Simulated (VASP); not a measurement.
These are PBEsol GGA, VASP's PBE PAW potentials (set 64) (plane waves; VASP 6.6.1) values and carry that method's errors.

VASP ran on this input.

**INCAR**
```
SYSTEM = AlGa3N4
PREC = Accurate; ENCUT = 520; LREAL = .FALSE.
LASPH = .TRUE.
EDIFF = 1E-7; NELM = 100; ALGO = Normal
LMAXMIX = 4
ISMEAR = -5
GGA = PS
ISIF = 2
LWAVE = .FALSE.; LCHARG = .TRUE.; LORBIT = 11
NEDOS = 601
LEFG = .TRUE.
```

KPOINTS:
```
K-points
0
G
  6 6 6
```

POSCAR:
```
AlGa3N4
4.4663540
  1.0000000668   0.0000000000   0.0000000000
  0.0000000000   1.0000000668   0.0000000000
  0.0000000000   0.0000000000   1.0000000668
Al Ga N
1 3 4
Cartesian
  0.0000000000   0.0000000000   0.0000000000
  0.5000000334   0.5000000334   0.0000000000
  0.0000000000   0.5000000334   0.5000000334
  0.5000000334   0.0000000000   0.5000000334
  0.7549265008   0.7549265008   0.2450735660
  0.7549265008   0.2450735660   0.7549265008
  0.2450735660   0.2450735660   0.2450735660
  0.2450735660   0.7549265008   0.7549265008
```

POTCAR, in this order: Al Ga_d N (PBE.64 set). Program: vasp_std.

What VASP printed:

File OSZICAR:
```
       N       E                     dE             d eps       ncg     rms          rms(c)
DAV:   1     0.654644395578E+03    0.65464E+03   -0.28668E+04  1594   0.283E+03
DAV:   2     0.553338058052E+02   -0.59931E+03   -0.57632E+03  1610   0.682E+02
DAV:   3    -0.546641194559E+02   -0.11000E+03   -0.10694E+03  1725   0.206E+02
DAV:   4    -0.625924658945E+02   -0.79283E+01   -0.78729E+01  1987   0.574E+01
DAV:   5    -0.627953144047E+02   -0.20285E+00   -0.20245E+00  1884   0.923E+00    0.150E+01
DAV:   6    -0.548704336178E+02    0.79249E+01   -0.30141E+01  2787   0.641E+01    0.466E+00
DAV:   7    -0.550586936210E+02   -0.18826E+00   -0.37229E+00  1633   0.121E+01    0.380E+00
DAV:   8    -0.550034350844E+02    0.55259E-01   -0.59663E-01  2298   0.906E+00    0.107E+00
DAV:   9    -0.549667344293E+02    0.36701E-01   -0.19087E-01  2457   0.598E+00    0.415E-01
DAV:  10    -0.549675077109E+02   -0.77328E-03   -0.13405E-02  1718   0.800E-01    0.163E-01
DAV:  11    -0.549675605780E+02   -0.52867E-04   -0.20168E-03  2299   0.617E-01    0.260E-02
DAV:  12    -0.549675582006E+02    0.23774E-05   -0.35328E-04  2250   0.214E-01    0.154E-02
DAV:  13    -0.549675606427E+02   -0.24421E-05   -0.34441E-05  2694   0.580E-02    0.360E-03
DAV:  14    -0.549675613213E+02   -0.67866E-06   -0.78584E-06  1676   0.297E-02    0.235E-03
DAV:  15    -0.549675613917E+02   -0.70409E-07   -0.56067E-07  1722   0.133E-02
   1 F= -.54967561E+02 E0= -.54967561E+02  d E =0.000000E+00
```

File OUTCAR:
```
------------------------ aborting loop because EDIFF is reached ----------------------------------------
  FORCE on cell =-STRESS in cart. coord.  units (eV):
  Direction    XX          YY          ZZ          XY          YZ          ZX
  --------------------------------------------------------------------------------------
  Total       -0.0217381     -0.0217381     -0.0217381      0.0000000      0.0000000      0.0000000
  in kB       -0.3909061     -0.3909061     -0.3909061      0.0000000      0.0000000      0.0000000
  external PRESSURE =      -0.3909061 kB  Pullay stress =       0.0000000 kB
  volume of cell :       89.10
      direct lattice vectors                 reciprocal lattice vectors
     4.466354298  0.000000000  0.000000000     0.223896255  0.000000000  0.000000000
     0.000000000  4.466354298  0.000000000     0.000000000  0.223896255  0.000000000
     0.000000000  0.000000000  4.466354298     0.000000000  0.000000000  0.223896255
 POSITION                                       TOTAL-FORCE (eV/Angst)
 -----------------------------------------------------------------------------------
      0.00000      0.00000      0.00000         0.000000      0.000000      0.000000
      2.23318      2.23318      0.00000         0.000000      0.000000     -0.000000
      0.00000      2.23318      2.23318         0.000000      0.000000      0.000000
      2.23318      0.00000      2.23318         0.000000      0.000000     -0.000000
      3.37177      3.37177      1.09459         0.006336      0.006336     -0.006336
      3.37177      1.09459      3.37177         0.006336     -0.006336      0.006336
      1.09459      1.09459      1.09459        -0.006336     -0.006336     -0.006336
      1.09459      3.37177      3.37177        -0.006336      0.006336      0.006336
 -----------------------------------------------------------------------------------
    total drift:                               -0.000000     -0.000000     -0.000000
  FREE ENERGIE OF THE ION-ELECTRON SYSTEM (eV)
  ---------------------------------------------------
  free  energy   TOTEN  =       -54.9675613917 eV

  energy  without entropy=      -54.9675613917  energy(sigma->0) =      -54.96756139

 total charge

# of ion       s       p       d       tot
------------------------------------------
    1        0.373   0.440   0.000   0.813
    2        0.791   0.916  10.184  11.891
    3        0.791   0.916  10.184  11.891
    4        0.791   0.916  10.184  11.891
    5        1.217   2.537   0.000   3.754
    6        1.217   2.537   0.000   3.754
    7        1.217   2.537   0.000   3.754
    8        1.217   2.537   0.000   3.754
--------------------------------------------------
tot          7.615  13.336  30.552  51.504

 Electric field gradients after diagonalization (V/A^2)
 (convention: |V_zz| > |V_xx| > |V_yy|)
----------------------------------------------------------------------
 ion       V_xx      V_yy      V_zz     asymmetry (V_yy - V_xx)/ V_zz
----------------------------------------------------------------------
   1      -0.000    -0.000     0.000       0.327
   2      -4.314    -4.314     8.628       0.000
   3      -4.314    -4.314     8.628       0.000
   4      -4.314    -4.314     8.628       0.000
   5       8.594     8.594   -17.189       0.000
   6       8.594     8.594   -17.189       0.000
   7       8.594     8.594   -17.189       0.000
   8       8.594     8.594   -17.189       0.000
```
(Selected blocks of OUTCAR.)

The structure comes from a computed database's AlGa3N4 entry (P-43m); how it stands against other phases isn't given here. It was relaxed first.
